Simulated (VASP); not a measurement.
Level of theory: LDA (Ceperley-Alder, Perdew-Zunger), VASP's LDA PAW potentials (set 64) (plane waves; VASP).

The input files of a VASP run:

**KPOINTS**
```
k-points along high-symmetry lines
15
Line-mode
Reciprocal
  0.000000   0.000000   0.000000 ! GAMMA
  0.500000   0.000000   0.500000 ! X

  0.500000   0.000000   0.500000 ! X
  0.625000   0.250000   0.625000 ! U

  0.375000   0.375000   0.750000 ! K
  0.000000   0.000000   0.000000 ! GAMMA

  0.000000   0.000000   0.000000 ! GAMMA
  0.500000   0.500000   0.500000 ! L

  0.500000   0.500000   0.500000 ! L
  0.500000   0.250000   0.750000 ! W

  0.500000   0.250000   0.750000 ! W
  0.500000   0.000000   0.500000 ! X
```

POSCAR:
```
KI
4.8269880
  0.0000000000   0.7071067974   0.7071067974
  0.7071067974   0.0000000000   0.7071067974
  0.7071067974   0.7071067974   0.0000000000
K I
1 1
Cartesian
  0.0000000000   0.0000000000   0.0000000000
  0.7071067974   0.7071067974   0.7071067974
```

**INCAR**
```
ALGO = Normal   # blocked Davidson
SYSTEM = KI
LASPH = .TRUE.   # aspherical one-centre terms
LREAL = .FALSE.   # projection in real space or not
LWAVE = .FALSE.
NELM = 100   # most electronic steps
PREC = Accurate
LORBIT = 11   # lm-projected
LCHARG = .FALSE.
ENCUT = 400
ICHARG = 11
LMAXMIX = 4
SIGMA = 0.05   # width (eV)
EDIFF = 1E-7   # SCF stop (eV)
ISMEAR = 0   # Gaussian
```

POTCAR, in this order: K_sv I (LDA.64 set). Program: vasp_std. Read from the step before: CHGCAR.

The resulting files:

### OUTCAR
```
 ion  position               nearest neighbor table
   1  0.000  0.000  0.000-   2 3.41   2 3.41   2 3.41   2 3.41   2 3.41   2 3.41
   2  0.500  0.500  0.500-   1 3.41   1 3.41   1 3.41   1 3.41   1 3.41   1 3.41
  LATTYP: Found a face centered cubic cell.
 ALAT       =     6.8263920512
 Subroutine PRICEL returns:
 Original cell was already a primitive cell.
 Subroutine GETGRP returns: Found 48 space group operations
The static configuration has the point symmetry O_h .
The dynamic configuration has the point symmetry O_h .
 Subroutine INISYM returns: Found 48 space group operations
   k-points           NKPTS =     90   k-points in BZ     NKDIM =     90   number of bands    NBANDS=     12
   number of dos      NEDOS =    301   number of ions     NIONS =      2
   total plane-waves  NPLWV =  32768
   dimension x,y,z NGX =    32 NGY =   32 NGZ =   32
   dimension x,y,z NGXF=    64 NGYF=   64 NGZF=   64
   ions per type =               1   1
   PREC   = accura    normal or accurate (medium, high low for compatibility)
   ISTART =      0    job   : 0-new  1-cont  2-samecut
   ICHARG =     11    charge: 1-file 2-atom 10-const
   ISPIN  =      1    spin polarized calculation?
   LNONCOLLINEAR =      F non collinear calculations
   LSORBIT =      F    spin-orbit coupling
   INIWAV =      1    electr: 0-lowe 1-rand  2-diag
   ENCUT  =  400.0 eV  29.40 Ry    5.42 a.u.   7.87  7.87  7.87*2*pi/ulx,y,z
   NELM   =    100;   NELMIN=  2; NELMDL= -5     # of ELM steps
   EDIFF  = 0.1E-06   stopping-criterion for ELM
   LREAL  =      F    real-space projection
   NLSPLINE    = F    spline interpolate recip. space projectors
   LMAXMIX     =    4 max onsite mixed and CHGCAR
   VOSKOWN=      0    Vosko Wilk Nusair interpolation
   EDIFFG = 0.1E-05   stopping-criterion for IOM
   NSW    =      0    number of steps for IOM
   NBLOCK =      1;   KBLOCK =      1    inner block; outer block
   IBRION =     -1    ionic relax: 0-MD 1-quasi-New 2-CG
   NFREE  =      0    steps in history (QN), initial steepest desc. (CG)
   ISIF   =      2    stress and relaxation
   ISYM   =      2    0-nonsym 1-usesym 2-fastsym
   TEIN   =    0.0    initial temperature
   TEBEG  =    0.0;   TEEND  =   0.0 temperature during run
...
```

### OSZICAR
```
       N       E                     dE             d eps       ncg     rms          rms(c)
DAV:   1     0.825949745596E+02    0.82595E+02   -0.58425E+03  2160   0.937E+02
DAV:   2    -0.353310524457E+00   -0.82948E+02   -0.77971E+02  2628   0.245E+02
DAV:   3    -0.539605068299E+01   -0.50427E+01   -0.50152E+01  2804   0.527E+01
DAV:   4    -0.565038036986E+01   -0.25433E+00   -0.25410E+00  3808   0.114E+01
DAV:   5    -0.565213207465E+01   -0.17517E-02   -0.17516E-02  2812   0.920E-01
DAV:   6    -0.565218409299E+01   -0.52018E-04   -0.52018E-04  3224   0.125E-01
DAV:   7    -0.565218477247E+01   -0.67948E-06   -0.67949E-06  3164   0.167E-02
DAV:   8    -0.565218478920E+01   -0.16727E-07   -0.16728E-07  2520   0.237E-03
   1 F= -.56521848E+01 E0= -.56521848E+01  d E =-.155030E-12
```

**OUTCAR**
```
 val. band max:       -0.0413098277   @ k =   0.0000   0.0000   0.0000

 cond. band min:       3.8273976821   @ k =   0.0000   0.0000   0.0000



 k-point     1 :       0.0000    0.0000    0.0000
  band No.  band energies     occupation
      1     -28.0257      2.00000
      2     -11.7668      2.00000
      3     -11.7668      2.00000
      4     -11.7668      2.00000
      5     -10.7846      2.00000
      6      -0.0413      2.00000
      7      -0.0413      2.00000
      8      -0.0413      2.00000
      9       3.8274      0.00000
     10       6.1769      0.00000
     11       6.1769      0.00000
     12       6.1769      0.00000

 k-point     2 :       0.0357    0.0000    0.0357
  band No.  band energies     occupation
      1     -28.0257      2.00000
      2     -11.7734      2.00000
      3     -11.7672      2.00000
      4     -11.7672      2.00000
      5     -10.7746      2.00000
      6      -0.0847      2.00000
      7      -0.0488      2.00000
      8      -0.0488      2.00000
      9       3.8820      0.00000
     10       6.1356      0.00000
     11       6.2127      0.00000
     12       6.2127      0.00000

 k-point     3 :       0.0714    0.0000    0.0714
  band No.  band energies     occupation
      1     -28.0254      2.00000
      2     -11.7912      2.00000
      3     -11.7683      2.00000
      4     -11.7683      2.00000
      5     -10.7465      2.00000
      6      -0.2035      2.00000
      7      -0.0705      2.00000
      8      -0.0705      2.00000
      9       4.0333      0.00000
     10       6.0217      0.00000
     11       6.3189      0.00000
     12       6.3189      0.00000

 k-point     4 :       0.1071    0.0000    0.1071
  band No.  band energies     occupation
      1     -28.0251      2.00000
      2     -11.8160      2.00000
      3     -11.7702      2.00000
      4     -11.7702      2.00000
      5     -10.7061      2.00000
      6      -0.3711      2.00000
      7      -0.1043      2.00000
...
```

The density is held fixed in this step, so its total energy and stress have no physical meaning. Unless said otherwise, spin-orbit coupling is left out, though it shifts the bands of the heavy elements here.

The compound is KI in the rock salt structure. It was relaxed first, which changed the volume by -10 %.
